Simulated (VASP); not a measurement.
VASP input:

**INCAR**
```
SYSTEM = PdIn
PREC = Accurate
ENCUT = 520
EDIFF = 1E-7
NELM = 100
ALGO = Normal
LREAL = .FALSE.
LASPH = .TRUE.
ISMEAR = 1
SIGMA = 0.1
GGA = MK
PARAM1 = 0.1234568
PARAM2 = 0.7114
ZAB_VDW = -1.8867
LUSE_VDW = .TRUE.
AGGAC = 0.0
LMAXMIX = 4
LWAVE = .FALSE.
LCHARG = .FALSE.
ISIF = 2
```

### KPOINTS
```
Automatic mesh
0
Gamma
11 11 11
0 0 0
```

File POSCAR:
```
PdIn
1
    3.3467646534     0.0000000000     0.0000000000
    0.0000000000     3.3467646534     0.0000000000
    0.0000000000     0.0000000000     3.3467646534
In Pd
1 1
Direct
  0.5000000000   0.5000000000   0.5000000000
  0.0000000000   0.0000000000   0.0000000000
```

POTCAR, in this order: In_d Pd (PBE.64 set). Program: vasp_std.

Question: Write an equivalent input for Quantum ESPRESSO's pw.x.

Answer: One equivalent input (not run):
```
&CONTROL
  calculation = 'scf'
  pseudo_dir = './pseudo'
  outdir = './out'
  tprnfor = .true.
  tstress = .true.
/
&SYSTEM
  ibrav = 0
  nat = 2
  ntyp = 2
  ecutwfc = 82
  occupations = 'smearing'
  smearing = 'methfessel-paxton'
  degauss = 0.00735
  input_dft = 'vdw-df2-b86r'
/
&ELECTRONS
  conv_thr = 7.3e-09
  electron_maxstep = 100
/
ATOMIC_SPECIES
  In 114.818 In.upf
  Pd 106.420 Pd.upf
CELL_PARAMETERS angstrom
     3.3467647    0.0000000    0.0000000
     0.0000000    3.3467647    0.0000000
     0.0000000    0.0000000    3.3467647
ATOMIC_POSITIONS crystal
  In   0.5000000  0.5000000  0.5000000
  Pd   0.0000000  0.0000000  0.0000000
K_POINTS automatic
  11 11 11 0 0 0
```
Limits of the translation: the potentials are each code's own (VASP's PAW set, PseudoDojo norm-conserving files in pw.x), so ENCUT and ecutwfc are chosen apart and not converted; conv_thr bounds pw.x's estimated SCF error, while EDIFF bounds the energy change between steps.

The compound is PdIn in the CsCl type structure. This cell is one point of a volume scan, at 1.06 of the reference volume.
